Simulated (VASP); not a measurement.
Consider the following.

```yaml
crystal:
  lattice:
    - [0.00000, 2.86524, 2.86524]
    - [2.86524, 0.00000, 2.86524]
    - [11.51996, 11.51996, -0.05899]
  atoms:
    - { symbol: Zn, position: [0.98684, 0.98684, 0.00987] }
    - { symbol: Zn, position: [0.99967, 0.99967, 0.25024] }
    - { symbol: Zn, position: [0.01153, 0.01153, 0.49135] }
    - { symbol: Se, position: [0.24343, 0.24343, 0.06742] }
    - { symbol: Se, position: [0.25541, 0.25541, 0.30844] }
    - { symbol: Se, position: [0.26744, 0.26744, 0.54942] }
    - { symbol: Se, position: [0.22990, 0.22990, 0.82757] }
    - { symbol: Cd, position: [0.00576, 0.00576, 0.74568] }
```

The numbers are results of PBEsol GGA, VASP's PBE PAW potentials (set 64) (plane waves; VASP), not measurements. Settings: 400 eV cut-off, Gaussian smearing of 0.050 eV, potentials Zn Se Cd.

Question: What does the run give for the band gap (along the path) with the smallest direct gap where there is one?

Answer: 
```json
{
 "band gap (along the path)": "0.77 eV",
 "smallest direct gap (along the path)": "0.77 eV"
}
```

Total energies compare only between runs with the same potentials, cut-off and functional.

The structure was generated: CdZn3Se4 was put into an ordered model structure (R3m), which need not be its known phase. It was relaxed first.
